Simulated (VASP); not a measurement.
Runs of VASP 6.6.1 on PtSe2. The cell holds a sheet with vacuum, 3 atoms: a = 3.730 Å, b = 3.730 Å, c = 18.620 Å, α = 90.00°, β = 90.00°, γ = 120.00°. The cell was built by a generator and needn't be a form met in nature.

```csv
task,level,spin,cell,k mesh,cutoff (eV),dipole correction,grid for exact exchange (PRECFOCK),exchange at q = 0,gap on the mesh (eV),largest force (eV/Å)
relaxation of cell and atoms,PBE+D3(BJ),off,relaxed,12 × 12 × 1,600,no,-,-,1.37,-
work function,r2SCAN,off,"P-3m1, 73.83 Å³/atom",12 × 12 × 1,520,yes,-,-,1.59,0.09
work function,PBE0,off,"P-3m1, 73.83 Å³/atom",6 × 6 × 1,520,yes,Fast,default,2.85,0.38
work function,PBE,off,"P-3m1, 73.83 Å³/atom",12 × 12 × 1,520,yes,-,-,1.37,(a)
work function,PBE,"non-collinear, zero start, SOC","P-3m1, 73.83 Å³/atom",12 × 12 × 1,520,yes,-,-,-,(b)
```

Alike in all rows: potentials or basis VASP PAW PBE potentials, release 64 (Se, Pt); smearing gaussian 0.03 eV.

**Question.** Fill in the values left out.

**Answer.** (a) 0.08; (b) 0.11.

Caveats: spin-orbit coupling is left out, which moves the levels of the heavy elements (some runs); the PAW data sets were made with another functional, which shifts forces and pressure a little (some runs).

A k mesh can miss the band edges, and rows without SOC leave out spin-orbit coupling on Pt, Se.
